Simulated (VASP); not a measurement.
# NiGe2O3 (P-3m1) in VASP: relaxation of cell and atoms with PBE

Aim: the relaxation of cell and atoms of NiGe2O3 with PBE.

Everything below comes from runs of VASP 6.6.1. Logs are shortened: lines on timing, memory, paths and dates and some standing lists are left out, and cuts for length are marked.

## 1. The crystal as given

The structure is trigonal, space group P-3m1 (No. 164). The conventional cell has a = 3.240 Å, b = 3.240 Å, c = 7.930 Å, α = 90.00°, β = 90.00°, γ = 120.00°. Around Ni (site symmetry -3m) lie 6 O at 2.22 Å. Ge (site symmetry 3m) has 6 O at 2.22 to 2.45 Å as nearest neighbours. Around O (site symmetry 3m) lie 3 Ni at 2.22 Å and 3 Ge at 2.45 Å. O (site symmetry -3m) is surrounded by 6 Ge at 2.22 Å.

The cell was built by a generator and needn't be a form met in nature.

## 2. Relaxation of cell and atoms, PBE, collinear spin, ferromagnetic start

INCAR reads:

```
SYSTEM = NiGe2O3
ALGO     = Fast           ! electronic algorithm
EDIFF    = 1E-4           ! SCF threshold, eV
EDIFFG   = -0.08          ! ionic threshold
ENCUT    = 520            ! plane-wave cutoff, eV
GGA      = PE             ! functional
IBRION   = 2              ! ionic algorithm
ISIF     = 3              ! what is computed and relaxed
ISMEAR   = 0              ! smearing method
ISPIN    = 2              ! spin polarisation
LASPH    = .True.         ! aspherical terms in the spheres
LCHARG   = .False.        ! write CHGCAR
LMAXMIX  = 4              ! l up to which the mixer works
LORBIT   = 11             ! projections on sites
LREAL    = .False.        ! projectors in reciprocal space
LWAVE    = .False.        ! write WAVECAR
MAGMOM   = 1 0 0 0 0 0    ! initial moments
NELM     = 60             ! most SCF steps
NSW      = 24             ! ionic steps
PREC     = Normal         ! precision mode
SIGMA    = 0.15           ! smearing width, eV
```

KPOINTS reads:

```
k-points
0
Gamma
  5 5 2
  0 0 0
```

POSCAR reads:

```
NiGe2O3
1.0
    3.2400000000      0.0000000000      0.0000000000
   -1.6200000000      2.8059223100      0.0000000000
    0.0000000000      0.0000000000      7.9300000000
Ni Ge O
1 2 3
Direct
    0.0000000000      0.0000000000      0.0000000000
    0.6666666700      0.3333333300      0.3500000000
    0.3333333300      0.6666666700      0.6500000000
    0.6666666700      0.3333333300      0.8500000000
    0.3333333300      0.6666666700      0.1500000000
    0.0000000000      0.0000000000      0.5000000000
```

Potentials or basis: VASP PAW PBE potentials, release 64 (Ni, Ge_d, O).

The run is started by

```console
$ cat potpaw_PBE.64/Ni/POTCAR potpaw_PBE.64/Ge_d/POTCAR potpaw_PBE.64/O/POTCAR > POTCAR
$ mpirun -np 1 vasp_std > vasp.out
```

OUTCAR:

```text
SYSTEM = NiGe2O3
   EDIFF = 1E-4
   EDIFFG = -0.08
   ENCUT = 520
   GGA = PE
   IBRION = 2
   ISIF = 3
   ISMEAR = 0
   ISPIN = 2
   LASPH = .True.
   LORBIT = 11
   LREAL = .False.
   NELM = 60
   NSW = 24
   PREC = Normal

 ion  position               nearest neighbor table
   1  0.000  0.000  0.000-   4 2.22   5 2.22   4 2.22   5 2.22   4 2.22   5 2.22
   2  0.667  0.333  0.350-   6 2.22   6 2.22   6 2.22
   3  0.333  0.667  0.650-   6 2.22   6 2.22   6 2.22
   4  0.667  0.333  0.850-   1 2.22   1 2.22   1 2.22
   5  0.333  0.667  0.150-   1 2.22   1 2.22   1 2.22
   6  0.000  0.000  0.500-   2 2.22   3 2.22   2 2.22   3 2.22   2 2.22   3 2.22

  LATTYP: Found a hexagonal cell.
 ALAT       =     3.2400000000
 C/A-ratio  =     2.4475308642

  Lattice vectors:

 A1 = (   3.2400000000,   0.0000000000,   0.0000000000)
 A2 = (  -1.6200000000,   2.8059223100,   0.0000000000)
 A3 = (   0.0000000000,   0.0000000000,   7.9300000000)

Analysis of symmetry for initial positions (statically):
=====================================================================
 Subroutine PRICEL returns:
 Original cell was already a primitive cell.

 Routine SETGRP: Setting up the symmetry group for a
 hexagonal supercell.

 Subroutine GETGRP returns: Found 12 space group operations
 (whereof 12 operations were pure point group operations)
 out of a pool of 24 trial point group operations.

The static configuration has the point symmetry D_3d.

Analysis of symmetry for dynamics (positions and initial velocities):
=====================================================================
 Subroutine PRICEL returns:
 Original cell was already a primitive cell.

 Routine SETGRP: Setting up the symmetry group for a
 hexagonal supercell.

 Subroutine GETGRP returns: Found 12 space group operations
 (whereof 12 operations were pure point group operations)
 out of a pool of 24 trial point group operations.

The dynamic configuration has the point symmetry D_3d.

Analysis of structural, dynamic, and magnetic symmetry:
=====================================================================
 Subroutine PRICEL returns:
 Original cell was already a primitive cell.

 Routine SETGRP: Setting up the symmetry group for a
 hexagonal supercell.

 Subroutine GETGRP returns: Found 12 space group operations
 (whereof 12 operations were pure point group operations)
 out of a pool of 24 trial point group operations.

The overall configuration has the point symmetry D_3d.

 Subroutine INISYM returns: Found 12 space group operations
 (whereof 12 operations are pure point group operations),
 and found     1 'primitive' translations

----------------------------------------------------------------------------------------

                                     Primitive cell

  volume of cell :      72.0931

  direct lattice vectors                    reciprocal lattice vectors
     3.240000000  0.000000000  0.000000000     0.308641975  0.178194527  0.000000000
    -1.620000000  2.805922310  0.000000000     0.000000000  0.356389055  0.000000000
     0.000000000  0.000000000  7.930000000     0.000000000  0.000000000  0.126103405

  length of vectors
     3.240000000  3.240000002  7.930000000     0.356389055  0.356389055  0.126103405

  position of ions in fractional coordinates (direct lattice)
     0.000000000  0.000000000  0.000000000
     0.666666670  0.333333330  0.350000000
     0.333333330  0.666666670  0.650000000
     0.666666670  0.333333330  0.850000000
     0.333333330  0.666666670  0.150000000
     0.000000000  0.000000000  0.500000000

  ion indices of the primitive-cell ions
   primitive index   ion index
                 1           1
                 2           2
                 3           3
                 4           4
                 5           5
                 6           6

----------------------------------------------------------------------------------------

 KPOINTS: k-points

Automatic generation of k-mesh.
 Grid dimensions read from file:
 generate k-points for:    5    5    2

 Generating k-lattice:

  Cartesian coordinates                     Fractional coordinates (reciprocal lattice)
     0.061728395  0.035638905  0.000000000     0.200000000 -0.000000000  0.000000000
     0.000000000  0.071277811  0.000000000     0.000000000  0.200000000  0.000000000
     0.000000000  0.000000000  0.063051702     0.000000000  0.000000000  0.500000000

  Length of vectors
     0.071277811  0.071277811  0.063051702

  Shift w.r.t. Gamma in fractional coordinates (k-lattice)
     0.000000000  0.000000000  0.000000000

 Subroutine IBZKPT returns following result:
 ===========================================

 Found     10 irreducible k-points:

 Following reciprocal coordinates:
            Coordinates               Weight
  0.000000  0.000000  0.000000      1.000000
  0.200000  0.000000  0.000000      6.000000
  0.400000  0.000000  0.000000      6.000000
  0.200000  0.200000  0.000000      6.000000
  0.400000  0.200000  0.000000      6.000000
  0.000000  0.000000  0.500000      1.000000
  0.200000  0.000000  0.500000      6.000000
  0.400000  0.000000  0.500000      6.000000
  0.200000  0.200000  0.500000      6.000000
  0.400000  0.200000  0.500000      6.000000
   k-points           NKPTS =     10   k-points in BZ     NKDIM =     10   number of bands    NBANDS=     34
   number of dos      NEDOS =    301   number of ions     NIONS =      6
   total plane-waves  NPLWV =  15552
   dimension x,y,z NGX =    18 NGY =   18 NGZ =   48
   dimension x,y,z NGXF=    36 NGYF=   36 NGZF=   96
   ions per type =               1   2   3
   NGX,Y,Z   is equivalent  to a cutoff of   9.24,  9.24, 10.06 a.u.
   NGXF,Y,Z  is equivalent  to a cutoff of  18.47, 18.47, 20.13 a.u.
 SYSTEM =  NiGe2O3
   PREC   = normal    normal or accurate (medium, high low for compatibility)
   ISTART =      0    job   : 0-new  1-cont  2-samecut
   ICHARG =      2    charge: 1-file 2-atom 10-const
   ISPIN  =      2    spin polarized calculation?
   LNONCOLLINEAR =      F non collinear calculations
   LSORBIT =      F    spin-orbit coupling
   LASPH  =      T    aspherical Exc in radial PAW
   ENCUT  =  520.0 eV  38.22 Ry    6.18 a.u.   6.02  6.02 14.74*2*pi/ulx,y,z
   NELM   =     60;   NELMIN=  2; NELMDL= -5     # of ELM steps
   EDIFF  = 0.1E-03   stopping-criterion for ELM
   LREAL  =      F    real-space projection
   EDIFFG = -.8E-01   stopping-criterion for IOM
   NSW    =     24    number of steps for IOM
   IBRION =      2    ionic relax: 0-MD 1-quasi-New 2-CG
   NFREE  =      1    steps in history (QN), initial steepest desc. (CG)
   ISIF   =      3    stress and relaxation
   ISYM   =      2    0-nonsym 1-usesym 2-fastsym
   POTIM  = 0.5000    time-step for ionic-motion
   TEBEG  =    0.0;   TEEND  =   0.0 temperature during run
   PSTRESS=    0.0 pullay stress
   NELECT =      56.0000    total number of electrons
   NUPDOWN=      -1.0000    fix difference up-down
   EMIN   =  10.00;   EMAX   =-10.00  energy-range for DOS
   EFERMI =   0.00;   METHOD = LEGACY
   ISMEAR =     0;   SIGMA  =   0.15  broadening in eV -4-tet -1-fermi 0-gaus
   EFERMI_NEDOS =   21; number of points for ismear=-14 and -15
   IALGO  =     68    algorithm
   IMIX   =      4    mixing-type and parameters
     AMIX     =   0.40;   BMIX     =  1.00
     AMIX_MAG =   1.60;   BMIX_MAG =  1.00
  volume/ion in A,a.u.               =      12.02        81.08
  Fermi-wavevector in a.u.,A,eV,Ry     =   1.504895  2.843839 30.813240  2.264709
  Thomas-Fermi vector in A             =   2.615815
   LORBIT       =     11    0 simple, 1 ext, 2 COOP (PROOUT), +10 PAW based schemes
   GGA     = PE    functional components
   LHFCALC =     F    Hartree Fock is set to
   AEXX    =    0.0000 exact exchange contribution
   IVDW    =     0    specifies the selected vdW correction
   LEPSILON=     F    determine dielectric tensor
   LRPA    =     F    only Hartree local field effects (RPA)
 conjugate gradient relaxation of ions
 spin polarized calculation
 RMM-DIIS sequential band-by-band and
 Gauss-broadening in eV      SIGMA  =   0.15
  energy-cutoff  :      520.00
  volume of cell :       72.09
 maximum number of plane-waves:      1956
   NGX = 13   NGY = 13   NGZ = 29

--------------------------------------- Ionic step        1  -------------------------------------------

 number of electron      55.9999915 magnetization       2.0018585

 Free energy of the ion-electron system (eV)
  ---------------------------------------------------
  ext. energy  EPLUGINS =         0.00000000
  ---------------------------------------------------
  free energy    TOTEN  =       -32.04088315 eV

  energy without entropy =      -32.03609524  energy(sigma->0) =      -32.03848920

------------------------ aborting loop because EDIFF is reached ----------------------------------------

  FORCE on cell =-STRESS in cart. coord.  units (eV):
  Direction    XX          YY          ZZ          XY          YZ          ZX
  --------------------------------------------------------------------------------------
  -------------------------------------------------------------------------------------
  Total        2.3191402      2.3191402      0.0685251     -0.0000000      0.0000000      0.0000000
  in kB       51.5399205     51.5399206      1.5228817     -0.0000000      0.0000000      0.0000000
  external PRESSURE =      34.8675743 kB  Pullay stress =       0.0000000 kB
[... 101 lines left out ...]
  FREE ENERGIE OF THE ION-ELECTRON SYSTEM (eV)
  ---------------------------------------------------
  free  energy   TOTEN  =       -32.8028457948 eV

  energy  without entropy=      -32.8015226004  energy(sigma->0) =      -32.80218420

[... ionic steps 4 to 10 ...]

--------------------------------------- Ionic step       11  -------------------------------------------

 number of electron      55.9999950 magnetization       2.0007238

------------------------ aborting loop because EDIFF is reached ----------------------------------------

  FORCE on cell =-STRESS in cart. coord.  units (eV):
  Direction    XX          YY          ZZ          XY          YZ          ZX
  --------------------------------------------------------------------------------------
  -------------------------------------------------------------------------------------
  Total       -0.1489612     -0.1489612      0.1245802      0.0000000     -0.0000000      0.0000000
  in kB       -3.3071394     -3.3071394      2.7658495      0.0000000     -0.0000000      0.0000000
  external PRESSURE =      -1.2828097 kB  Pullay stress =       0.0000000 kB
[... 65 lines left out ...]
  energy  without entropy=      -32.9546703990  energy(sigma->0) =      -32.95526884

--------------------------------------- Ionic step       13  -------------------------------------------

 number of electron      55.9999934 magnetization       1.9999405

 Free energy of the ion-electron system (eV)
  ---------------------------------------------------
  ext. energy  EPLUGINS =         0.00000000
  ---------------------------------------------------
  free energy    TOTEN  =       -32.95588285 eV

  energy without entropy =      -32.95471012  energy(sigma->0) =      -32.95529649

 E-fermi :   6.5783     XC(G=0): -11.5992

 val. band max:        6.4533273103   @ k =   0.0000   0.0000   0.0000
 cond. band min:       6.7965682096   @ k =   0.4000   0.2000   0.0000
 fundamental gap:      0.3432408993
 Fermi energy:         6.5783497467

 spin component 1

 k-point     1 :       0.0000    0.0000    0.0000
  band No.  band energies     occupation
      1     -18.5483      1.00000
      2     -18.5483      1.00000
      3     -18.5469      1.00000
      4     -18.5469      1.00000
      5     -18.5452      1.00000
      6     -18.5420      1.00000
[... 359 lines left out ...]
     33      10.5157      0.00000
     34      11.1691      0.00000
 Fermi energy:         6.5783497467

 spin component 2

 k-point     1 :       0.0000    0.0000    0.0000
  band No.  band energies     occupation
      1     -18.5347      1.00000
      2     -18.5347      1.00000
      3     -18.5335      1.00000
      4     -18.5335      1.00000
      5     -18.5323      1.00000
      6     -18.5291      1.00000
[... 392 lines left out ...]
  FREE ENERGIE OF THE ION-ELECTRON SYSTEM (eV)
  ---------------------------------------------------
  free  energy   TOTEN  =       -32.9558828467 eV

  energy  without entropy=      -32.9547101246  energy(sigma->0) =      -32.95529649

 reached required accuracy - stopping structural energy minimisation

 total charge

# of ion       s       p       d       tot
------------------------------------------
    1        0.308   0.329   8.208   8.845
    2        1.415   0.563  10.056  12.033
    3        1.415   0.563  10.056  12.033
    4        1.582   3.332   0.000   4.914
    5        1.582   3.332   0.000   4.914
    6        1.593   3.310   0.000   4.902
--------------------------------------------------
tot          7.895  11.427  28.319  47.641

 magnetization (x)

# of ion       s       p       d       tot
------------------------------------------
    1       -0.001   0.002   1.438   1.439
    2        0.027   0.017   0.002   0.046
    3        0.027   0.017   0.002   0.046
    4        0.010   0.158   0.000   0.167
    5        0.010   0.158   0.000   0.167
    6        0.004   0.060   0.000   0.064
--------------------------------------------------
tot          0.077   0.411   1.441   1.929
```

It took 4.1 min on 1 thread of Intel Xeon Platinum 8259CL at 2.50GHz (Skylake/Cascade Lake), shared host; peak memory 0.18 GiB.

What came out:

```yaml
Free_energy: -32.9559 eV
Relaxed_volume: 12.00 Å³/atom
Relaxed_cell: a = 3.256 Å, b = 3.256 Å, c = 7.842 Å, α = 90.00°, β = 90.00°, γ = 120.00°
Space_group_after_relaxing_to_0.05_Å: P-3m1 (No. 164)
Energy_gained_by_relaxing: 152.5 meV/atom
Ionic_steps: 13
Pressure_after_relaxing: -0.4 GPa
Largest_force_after_relaxing: 0.058 eV/Å
Band_gap_on_the_k_mesh: 0.34 eV, indirect (least direct gap 0.38 eV)
Net_moment: 2.00 μB per cell
Site_moments: Ni +1.44; Ge +0.05; O +0.17, +0.06 μB
Valence_electrons_inside_the_program's_atomic_spheres: Ni 8.85; Ge 12.03; O 4.91, 4.90
```

Forces in eV/Å, atoms in the order of the input:
```
Ni   0.000  0.000  0.000
Ge   0.000  0.000 -0.058
Ge   0.000  0.000  0.058
O    0.000  0.000  0.005
O    0.000  0.000 -0.005
O    0.000  0.000  0.000
```

The path:
| step | energy change (eV) | largest force (eV/Å) | pressure (GPa) | volume (Å³) |
| --- | --- | --- | --- | --- |
| 1 | 0.0000 | 3.4597 | 3.49 | 72.09 |
| 2 | -0.7263 | 0.9692 | -4.07 | 74.85 |
| 3 | -0.7620 | 0.5087 | -5.84 | 75.64 |
| 4 | -0.8649 | 0.5912 | 1.01 | 70.96 |
| 5 | -0.8669 | 0.5873 | 0.38 | 71.30 |
| 6 | -0.8664 | 0.5919 | 2.19 | 71.18 |
| 7 | -0.8904 | 0.3190 | -2.15 | 72.95 |
| 8 | -0.8905 | 0.3516 | -1.32 | 72.73 |
| 9 | -0.8906 | 0.3286 | -2.25 | 72.84 |
| 10 | -0.9101 | 0.2011 | -0.60 | 72.27 |
| 11 | -0.9109 | 0.2261 | -0.13 | 72.17 |
| 12 | -0.9150 | 0.0241 | 0.84 | 72.02 |
| 13 | -0.9150 | 0.0575 | -0.45 | 72.02 |

Final structure:
```
CELL_PARAMETERS angstrom
3.25640 0.00000 0.00000
-1.62820 2.82013 0.00000
0.00000 0.00000 7.84190
ATOMIC_POSITIONS crystal
Ni 0.00000 0.00000 0.00000
Ge 0.66667 0.33333 0.31675
Ge 0.33333 0.66667 0.68325
O 0.66667 0.33333 0.86192
O 0.33333 0.66667 0.13808
O 0.00000 0.00000 0.50000
```

Caveat: the k mesh is coarse (spacing up to 0.45 Å⁻¹), so the values aren't converged; an odd mesh through Γ misses points on the zone boundary, where band edges often lie; a cell with one magnetic atom can't hold antiferromagnetic order, which such compounds often take; the relaxation stopped at a loose force limit of 0.08 eV/Å, so its end isn't a converged minimum.
